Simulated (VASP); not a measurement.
# Aluminum: accuracy against cost in the smearing and PAW data sets

A convergence test on Aluminum: the smearing and PAW data sets. The series runs use PBEsol. The smearing tried: ISMEAR = -1, SIGMA = 0.01; ISMEAR = -1, SIGMA = 0.05; ISMEAR = -1, SIGMA = 0.1; ISMEAR = -1, SIGMA = 0.2; ISMEAR = -1, SIGMA = 0.5; ISMEAR = 1, SIGMA = 0.01; ISMEAR = 1, SIGMA = 0.05; ISMEAR = 1, SIGMA = 0.1; ISMEAR = 1, SIGMA = 0.2; ISMEAR = 1, SIGMA = 0.5; ISMEAR = -5. The PAW data sets tried: minimal 64: Al; recommended 54: Al; gw 64: Al_GW. The start is a cell from a database of measured crystal structures.

Method: PBEsol; plane waves and PAW (Al), in the first sound run; inputs show where later runs differ, in VASP 6.6.1.

## (1) Starting point

It takes space group Fm-3m (No. 225, cubic). Conventional cell: a = 4.050 Å, b = 4.050 Å, c = 4.050 Å, α = 90.00°, β = 90.00°, γ = 90.00°. Nearest to Al lie 12 Al at 2.86 Å.

Coordinates:

```xyz
1
Lattice="0.0000 2.0248 2.0248 2.0248 0.0000 2.0248 2.0248 2.0248 0.0000" Properties=species:S:1:pos:R:3 pbc="T T T"
Al    0.0000    0.0000    0.0000
```

## (2) Smearing: ISMEAR = -1, SIGMA = 0.01

Smearing steadies the sum over the Fermi surface at the price of an entropy term. PBEsol restores the gradient expansion of exchange and is tuned for the cells of solids.

INCAR

```
SYSTEM = Al
PREC = Accurate
ENCUT = 400
EDIFF = 1E-06
NELM = 100
ISMEAR = -1
SIGMA = 0.01
LREAL = .FALSE.
ALGO = Normal
GGA = PS
NBANDS = 7
LORBIT = 11
LWAVE = .FALSE.
LCHARG = .FALSE.
KPAR = 2
ISIF = 2
```

POSCAR

```
Al
1.0
    0.0000000000      2.0248050000      2.0248050000
    2.0248050000      0.0000000000      2.0248050000
    2.0248050000      2.0248050000      0.0000000000
Al
1
Direct
    0.0000000000      0.0000000000      0.0000000000
```

KPOINTS

```
Automatic mesh
0
Gamma
11 11 11
0 0 0
```

The projector-augmented-wave data sets are Al (PBE family, release 64).

Command:

```
$ mpirun -np 2 vasp_std
```

Output:

```text
[banner, memory and clock lines left out]
running    2 mpi-ranks, on    1 nodes
 distrk:  each k-point on    1 cores,    2 groups
 distr:  one band on    1 cores,    1 groups

 POSCAR found type information on POSCAR Al
 POSCAR found :  1 types and       1 ions
|                                                                             |
|               ----> ADVICE to this user running VASP <----                  |
|                                                                             |
|     You enforced a specific xc type in the INCAR file but a different       |
|     [... a line on the potential file left out ...]
|     I HOPE YOU KNOW WHAT YOU ARE DOING!                                     |
|                                                                             |

 LDA part: xc-table for (Slater+PW92), standard interpolation
 POSCAR, INCAR and KPOINTS ok, starting setup
 FFT: planning ... GRIDC
 FFT: planning ... GRID_SOFT
 FFT: planning ... GRID
 WAVECAR not read
 entering main loop
       N       E                     dE             d eps       ncg     rms          rms(c)
DAV:   1    -0.321250918780E+01   -0.32125E+01   -0.73354E+02   868   0.177E+02
DAV:   2    -0.412037100531E+01   -0.90786E+00   -0.90180E+00  1169   0.177E+01
DAV:   3    -0.412473501779E+01   -0.43640E-02   -0.43640E-02  1022   0.127E+00
DAV:   4    -0.412474367444E+01   -0.86566E-05   -0.86567E-05  1232   0.468E-02
DAV:   5    -0.412474368421E+01   -0.97733E-08   -0.93054E-08  1071   0.124E-03    0.138E+00
DAV:   6    -0.410776694707E+01    0.16977E-01   -0.22959E-03  1071   0.224E-01    0.785E-01
DAV:   7    -0.409632865047E+01    0.11438E-01   -0.62471E-03  1001   0.356E-01    0.166E-01
DAV:   8    -0.409631311912E+01    0.15531E-04   -0.23073E-05  1155   0.361E-02    0.105E-02
DAV:   9    -0.409631235732E+01    0.76180E-06   -0.39783E-07  1064   0.315E-03
   1 F= -.40963124E+01 E0= -.40960553E+01  d E =-.514127E-03
```

Elapsed: 1.8 s, on 2 MPI ranks of Intel Xeon 6975P-C (Granite Rapids), shared host; peak memory 0.21 GiB; 2.6 s of CPU time.

The logs omit lines about the potential files and the build; timing stands in the text.

OUTCAR, selected parts (step 2):

```text
ion  position               nearest neighbor table
   1  0.000  0.000  0.000-

  LATTYP: Found a face centered cubic cell.
 ALAT       =     4.0496100000

 Subroutine GETGRP returns: Found 48 space group operations
 (whereof 48 operations were pure point group operations)

The static configuration has the point symmetry O_h .

 Found     56 irreducible k-points:

   k-points           NKPTS =     56   k-points in BZ     NKDIM =     56   number of bands    NBANDS=      7

   dimension x,y,z NGX =    20 NGY =   20 NGZ =   20
   dimension x,y,z NGXF=    40 NGYF=   40 NGZF=   40

   ENCUT  =  400.0 eV  29.40 Ry    5.42 a.u.   4.67  4.67  4.67*2*pi/ulx,y,z

   NELECT =       3.0000    total number of electrons

 k-points in reciprocal lattice and weights: Automatic mesh
   0.00000000  0.00000000  0.00000000       0.001
   0.09090909  0.00000000  0.00000000       0.006
   0.18181818  0.00000000  0.00000000       0.006
   0.27272727  0.00000000  0.00000000       0.006
   0.36363636  0.00000000  0.00000000       0.006
   0.45454545  0.00000000  0.00000000       0.006
   0.09090909  0.09090909  0.00000000       0.005
   0.18181818  0.09090909  0.00000000       0.018
   0.27272727  0.09090909  0.00000000       0.018
[...]
-0.36363636  0.45454545  0.18181818       0.018
  -0.27272727  0.45454545  0.18181818       0.018

 average (electrostatic) potential at core
       1 -72.3917

 E-fermi :   7.9037

 k-point     1 :       0.0000    0.0000    0.0000
  band No.  band energies     occupation
      1      -3.2017      2.00000
      2      20.4485      0.00000
      3      20.4485      0.00000
      4      20.4485      0.00000
      5      21.8911      0.00000
      6      21.8911      0.00000
    ...

 k-point     2 :       0.0909    0.0000    0.0000
  band No.  band energies     occupation
      1      -2.9781      2.00000
      2      17.5351      0.00000
      3      19.8016      0.00000
      4      19.8016      0.00000
      5      22.5787      0.00000
      6      22.8759      0.00000
    ...

 k-point     3 :       0.1818    0.0000    0.0000
  band No.  band energies     occupation
      1      -2.3094      2.00000
      2      13.8981      0.00000
      3      19.0695      0.00000
      4      19.0695      0.00000
      5      22.3525      0.00000
      6      23.6948      0.00000
    ...

  Total       -0.2036204     -0.2036204     -0.2036204      0.0000000      0.0000000      0.0000000
  in kB      -19.6495313    -19.6495313    -19.6495313      0.0000000      0.0000000      0.0000000
  external PRESSURE =     -19.6495313 kB  Pullay stress =       0.0000000 kB

  energy-cutoff  :      400.00
  volume of cell :       16.60
      direct lattice vectors                 reciprocal lattice vectors
     0.000000000  2.024805000  2.024805000    -0.246937359  0.246937359  0.246937359
     2.024805000  0.000000000  2.024805000     0.246937359 -0.246937359  0.246937359
     2.024805000  2.024805000  0.000000000     0.246937359  0.246937359 -0.246937359

 POSITION                                       TOTAL-FORCE (eV/Angst)
 -----------------------------------------------------------------------------------
      0.00000      0.00000      0.00000         0.000000      0.000000      0.000000
 -----------------------------------------------------------------------------------
    total drift:                                0.000000     -0.000000     -0.000000

  FREE ENERGIE OF THE ION-ELECTRON SYSTEM (eV)
  ---------------------------------------------------
  free  energy   TOTEN  =        -4.0963123573 eV

  energy  without entropy=       -4.0957982299  energy(sigma->0) =       -4.09605529

 total charge
# of ion       s       p       d       tot
------------------------------------------
    1        0.431   0.336   0.000   0.767

[... 3 further parts left out ...]
```

This run has no spin polarisation. Its electron count is odd, so without a moment it is a metal by construction. The k-mesh is coarse for a metal. The PAW data sets were made with PBE, which is usual practice but a small mismatch for other functionals.

Numbers from this step:

```
SCF cycles              : 9
electrons               : 3
bands                   : 7
irreducible k-points    : 56
symmetry operations     : 48
free energy (TOTEN)     : -4.096 eV
energy at zero smearing : -4.096 eV
Fermi energy            : 7.904 eV
pressure                : -1.965 GPa
metallic                : yes
```

The series starts at -4.0961 eV an atom and -1.96 GPa, after 9 cycles in 1.8 s. The entropy term T·S comes to 0.51 meV an atom in size.

## (3) Smearing: ISMEAR = -1, SIGMA = 0.05

INCAR, as its differences from that of step 2:

```diff
@@ -6,3 +6,3 @@
 ISMEAR = -1
-SIGMA = 0.01
+SIGMA = 0.05
 LREAL = .FALSE.
```

POSCAR is that of step 2.

KPOINTS is that of step 2.

Command:

```
$ mpirun -np 2 vasp_std
```

Output:

```text
[banner, memory and clock lines left out]
running    2 mpi-ranks, on    1 nodes
[...]
[... a notice as in an earlier step ...]

 LDA part: xc-table for (Slater+PW92), standard interpolation
 POSCAR, INCAR and KPOINTS ok, starting setup
[...]
entering main loop
       N       E                     dE             d eps       ncg     rms          rms(c)
DAV:   1    -0.321626515883E+01   -0.32163E+01   -0.73354E+02   868   0.177E+02
DAV:   2    -0.412299649232E+01   -0.90673E+00   -0.90226E+00  1169   0.177E+01
DAV:   3    -0.412735739353E+01   -0.43609E-02   -0.43608E-02  1022   0.127E+00
DAV:   4    -0.412736605075E+01   -0.86572E-05   -0.86570E-05  1232   0.468E-02
DAV:   5    -0.412736606014E+01   -0.93872E-08   -0.93055E-08  1071   0.124E-03    0.138E+00
DAV:   6    -0.411051212132E+01    0.16854E-01   -0.22460E-03  1071   0.222E-01    0.785E-01
DAV:   7    -0.409913015695E+01    0.11382E-01   -0.61353E-03  1001   0.354E-01    0.166E-01
DAV:   8    -0.409911520658E+01    0.14950E-04   -0.22825E-05  1155   0.358E-02    0.957E-03
DAV:   9    -0.409911447904E+01    0.72755E-06   -0.37625E-07  1064   0.304E-03
   1 F= -.40991145E+01 E0= -.40971162E+01  d E =-.399656E-02
```

Elapsed: 2 s, on 2 MPI ranks; peak memory 0.21 GiB.

OUTCAR, selected parts (step 3):

```text
  Total       -0.1967109     -0.1967109     -0.1967109      0.0000000      0.0000000     -0.0000000
  in kB      -18.9827653    -18.9827653    -18.9827653      0.0000000      0.0000000     -0.0000000
  external PRESSURE =     -18.9827653 kB  Pullay stress =       0.0000000 kB

 POSITION                                       TOTAL-FORCE (eV/Angst)
 -----------------------------------------------------------------------------------
      0.00000      0.00000      0.00000         0.000000      0.000000     -0.000000
 -----------------------------------------------------------------------------------
    total drift:                                0.000000      0.000000     -0.000000

  FREE ENERGIE OF THE ION-ELECTRON SYSTEM (eV)
  ---------------------------------------------------
  free  energy   TOTEN  =        -4.0991144790 eV

  energy  without entropy=       -4.0951179172  energy(sigma->0) =       -4.09711620

[... 2 parts as in an earlier step ...]

[... 1 further part left out ...]
[key lines of the parts left out:]
E-fermi :   7.8946
```

Against the run before the energy at zero width moves by -1.06 meV an atom and the pressure by +0.07 GPa, after 9 cycles in 2 s. The entropy term T·S comes to 4.00 meV an atom in size.

## (4) Smearing: ISMEAR = -1, SIGMA = 0.1

INCAR, as its differences from that of step 3:

```diff
@@ -6,3 +6,3 @@
 ISMEAR = -1
-SIGMA = 0.05
+SIGMA = 0.1
 LREAL = .FALSE.
```

POSCAR is that of step 3.

KPOINTS is that of step 3.

Command:

```
$ mpirun -np 2 vasp_std
```

Output:

```text
[... set-up lines as in an earlier step ...]
 entering main loop
       N       E                     dE             d eps       ncg     rms          rms(c)
DAV:   1    -0.322188166357E+01   -0.32219E+01   -0.73354E+02   868   0.177E+02
DAV:   2    -0.412802962941E+01   -0.90615E+00   -0.90131E+00  1169   0.177E+01
DAV:   3    -0.413239216396E+01   -0.43625E-02   -0.43620E-02  1022   0.127E+00
DAV:   4    -0.413240082256E+01   -0.86586E-05   -0.86581E-05  1232   0.468E-02
DAV:   5    -0.413240083149E+01   -0.89290E-08   -0.93089E-08  1071   0.124E-03    0.138E+00
DAV:   6    -0.411554859713E+01    0.16852E-01   -0.22447E-03  1071   0.222E-01    0.785E-01
DAV:   7    -0.410416489935E+01    0.11384E-01   -0.61366E-03  1001   0.354E-01    0.166E-01
DAV:   8    -0.410415016997E+01    0.14729E-04   -0.22849E-05  1155   0.358E-02    0.972E-03
DAV:   9    -0.410414943022E+01    0.73975E-06   -0.37962E-07  1064   0.305E-03
   1 F= -.41041494E+01 E0= -.40979420E+01  d E =-.124149E-01
```

The job ended after 2 s (2 MPI ranks; peak memory 0.21 GiB; 2.9 s of CPU time).

Parts of OUTCAR (step 4):

```text
  Total       -0.1949003     -0.1949003     -0.1949003      0.0000000      0.0000000     -0.0000000
  in kB      -18.8080389    -18.8080389    -18.8080389      0.0000000      0.0000000     -0.0000000
  external PRESSURE =     -18.8080389 kB  Pullay stress =       0.0000000 kB

 POSITION                                       TOTAL-FORCE (eV/Angst)
 -----------------------------------------------------------------------------------
      0.00000      0.00000      0.00000         0.000000      0.000000      0.000000
 -----------------------------------------------------------------------------------
    total drift:                                0.000000      0.000000     -0.000000

  FREE ENERGIE OF THE ION-ELECTRON SYSTEM (eV)
  ---------------------------------------------------
  free  energy   TOTEN  =        -4.1041494302 eV

  energy  without entropy=       -4.0917344811  energy(sigma->0) =       -4.09794196

[... 2 parts as in an earlier step ...]

[... 1 further part left out ...]
[key lines of the parts left out:]
E-fermi :   7.9030
```

Against the run before the energy at zero width moves by -0.83 meV an atom and the pressure by +0.02 GPa, after 9 cycles in 2 s. The entropy term T·S comes to 12.41 meV an atom in size.

## (5) Smearing: ISMEAR = -1, SIGMA = 0.2

INCAR, as its differences from that of step 4:

```diff
@@ -6,3 +6,3 @@
 ISMEAR = -1
-SIGMA = 0.1
+SIGMA = 0.2
 LREAL = .FALSE.
```

POSCAR is that of step 4.

KPOINTS is that of step 4.

Command:

```
$ mpirun -np 2 vasp_std
```

Output:

```text
[... set-up lines as in an earlier step ...]
 entering main loop
       N       E                     dE             d eps       ncg     rms          rms(c)
DAV:   1    -0.323657889823E+01   -0.32366E+01   -0.73354E+02   868   0.177E+02
DAV:   2    -0.414605902464E+01   -0.90948E+00   -0.89923E+00  1169   0.177E+01
DAV:   3    -0.415048367262E+01   -0.44246E-02   -0.44222E-02  1022   0.128E+00
DAV:   4    -0.415049255099E+01   -0.88784E-05   -0.88787E-05  1232   0.473E-02
DAV:   5    -0.415049256117E+01   -0.10187E-07   -0.93993E-08  1071   0.124E-03    0.138E+00
DAV:   6    -0.413363668955E+01    0.16856E-01   -0.22504E-03  1071   0.222E-01    0.785E-01
DAV:   7    -0.412225384995E+01    0.11383E-01   -0.61498E-03  1001   0.354E-01    0.166E-01
DAV:   8    -0.412223920820E+01    0.14642E-04   -0.22884E-05  1155   0.358E-02    0.964E-03
DAV:   9    -0.412223845808E+01    0.75012E-06   -0.38513E-07  1064   0.306E-03
   1 F= -.41222385E+01 E0= -.40979281E+01  d E =-.486208E-01
```

It took 2 s on 2 MPI ranks; peak memory 0.21 GiB; 2.9 s of CPU time.

From OUTCAR (step 5):

```text
  Total       -0.1844788     -0.1844788     -0.1844788      0.0000000     -0.0000000      0.0000000
  in kB      -17.8023497    -17.8023497    -17.8023497      0.0000000     -0.0000000      0.0000000
  external PRESSURE =     -17.8023497 kB  Pullay stress =       0.0000000 kB

  FREE ENERGIE OF THE ION-ELECTRON SYSTEM (eV)
  ---------------------------------------------------
  free  energy   TOTEN  =        -4.1222384581 eV

  energy  without entropy=       -4.0736177052  energy(sigma->0) =       -4.09792808

[... 3 parts as in an earlier step ...]

[... 1 further part left out ...]
[key lines of the parts left out:]
E-fermi :   7.9159
```

Against the run before the energy at zero width moves by +0.01 meV an atom and the pressure by +0.10 GPa, after 9 cycles in 2 s. The entropy term T·S comes to 48.62 meV an atom in size.

## (6) Smearing: ISMEAR = -1, SIGMA = 0.5

INCAR, as its differences from that of step 5:

```diff
@@ -6,3 +6,3 @@
 ISMEAR = -1
-SIGMA = 0.2
+SIGMA = 0.5
 LREAL = .FALSE.
```

POSCAR is that of step 5.

KPOINTS is that of step 5.

Command:

```
$ mpirun -np 2 vasp_std
```

Output:

```text
[... set-up lines as in an earlier step ...]
 entering main loop
       N       E                     dE             d eps       ncg     rms          rms(c)
DAV:   1    -0.334048855484E+01   -0.33405E+01   -0.73354E+02   868   0.177E+02
DAV:   2    -0.428041755221E+01   -0.93993E+00   -0.90902E+00  1169   0.178E+01
DAV:   3    -0.428505582872E+01   -0.46383E-02   -0.46344E-02  1022   0.130E+00
DAV:   4    -0.428506550726E+01   -0.96785E-05   -0.96776E-05  1232   0.489E-02
DAV:   5    -0.428506551846E+01   -0.11192E-07   -0.11208E-07  1071   0.127E-03    0.137E+00
DAV:   6    -0.426836274664E+01    0.16703E-01   -0.22349E-03  1071   0.221E-01    0.782E-01
DAV:   7    -0.425709131545E+01    0.11271E-01   -0.61000E-03  1001   0.352E-01    0.164E-01
DAV:   8    -0.425707694470E+01    0.14371E-04   -0.22754E-05  1155   0.358E-02    0.923E-03
DAV:   9    -0.425707620699E+01    0.73771E-06   -0.37899E-07  1064   0.303E-03
   1 F= -.42570762E+01 E0= -.40927327E+01  d E =-.328687E+00
```

The job ended after 2 s (2 MPI ranks; peak memory 0.21 GiB).

From OUTCAR (step 6):

```text
  Total       -0.0861697     -0.0861697     -0.0861697      0.0000000     -0.0000000      0.0000000
  in kB       -8.3154442     -8.3154442     -8.3154442      0.0000000     -0.0000000      0.0000000
  external PRESSURE =      -8.3154442 kB  Pullay stress =       0.0000000 kB

 POSITION                                       TOTAL-FORCE (eV/Angst)
 -----------------------------------------------------------------------------------
      0.00000      0.00000      0.00000        -0.000000      0.000000     -0.000000
 -----------------------------------------------------------------------------------
    total drift:                                0.000000      0.000000     -0.000000

  FREE ENERGIE OF THE ION-ELECTRON SYSTEM (eV)
  ---------------------------------------------------
  free  energy   TOTEN  =        -4.2570762070 eV

  energy  without entropy=       -3.9283891560  energy(sigma->0) =       -4.09273268

[... 2 parts as in an earlier step ...]

[... 1 further part left out ...]
[key lines of the parts left out:]
E-fermi :   7.8689
```

Against the run before the energy at zero width moves by +5.20 meV an atom and the pressure by +0.95 GPa, after 9 cycles in 2 s. The entropy term T·S comes to 328.69 meV an atom in size.

## (7) Smearing: ISMEAR = 1, SIGMA = 0.01

INCAR, as its differences from that of step 6:

```diff
@@ -5,4 +5,4 @@
 NELM = 100
-ISMEAR = -1
-SIGMA = 0.5
+ISMEAR = 1
+SIGMA = 0.01
 LREAL = .FALSE.
```

POSCAR is that of step 6.

KPOINTS is that of step 6.

Command:

```
$ mpirun -np 2 vasp_std
```

Output:

```text
[... set-up lines as in an earlier step ...]
 entering main loop
       N       E                     dE             d eps       ncg     rms          rms(c)
DAV:   1    -0.321208336396E+01   -0.32121E+01   -0.73354E+02   868   0.177E+02
DAV:   2    -0.412009043504E+01   -0.90801E+00   -0.90164E+00  1169   0.177E+01
DAV:   3    -0.412445470736E+01   -0.43643E-02   -0.43643E-02  1022   0.127E+00
DAV:   4    -0.412446336450E+01   -0.86571E-05   -0.86565E-05  1232   0.468E-02
DAV:   5    -0.412446337383E+01   -0.93327E-08   -0.93054E-08  1071   0.124E-03    0.138E+00
DAV:   6    -0.410746942874E+01    0.16994E-01   -0.23017E-03  1071   0.224E-01    0.785E-01
DAV:   7    -0.409600708593E+01    0.11462E-01   -0.62778E-03  1001   0.357E-01    0.166E-01
DAV:   8    -0.409599197559E+01    0.15110E-04   -0.23102E-05  1155   0.360E-02    0.989E-03
DAV:   9    -0.409599123720E+01    0.73838E-06   -0.38118E-07  1064   0.306E-03
   1 F= -.40959912E+01 E0= -.40959752E+01  d E =-.482592E-04
```

Wall time 2 s (2 MPI ranks); peak memory 0.2 GiB; 3 s of CPU time.

From OUTCAR (step 7):

```text
  Total       -0.2062272     -0.2062272     -0.2062272      0.0000000      0.0000000     -0.0000000
  in kB      -19.9010908    -19.9010908    -19.9010908      0.0000000      0.0000000     -0.0000000
  external PRESSURE =     -19.9010908 kB  Pullay stress =       0.0000000 kB

  FREE ENERGIE OF THE ION-ELECTRON SYSTEM (eV)
  ---------------------------------------------------
  free  energy   TOTEN  =        -4.0959912372 eV

  energy  without entropy=       -4.0959429780  energy(sigma->0) =       -4.09597515

[... 3 parts as in an earlier step ...]

[... 1 further part left out ...]
[key lines of the parts left out:]
E-fermi :   7.9117
```

Against the first of the series the energy at zero width moves by +0.08 meV an atom and the pressure by -0.03 GPa, after 9 cycles in 2 s. The entropy term T·S comes to 0.05 meV an atom in size.

(Continued in part 2 of 2.)

[Lines on the potential files, build, host, timing and source positions are cut from VASP's logs without a mark.]

[Logs are printed without paths, hosts, clocks, repeated set-up lines and the standing remarks that a program may print on its own settings, such as how far it seeks lower states.]

[Hosts, paths, dates, database ids (printed as entryN), source tags and the programs' standing remarks are cut or masked in the printed files.]

[A measured line is paired with the nearest computed mode of its activity, which favours agreement.]
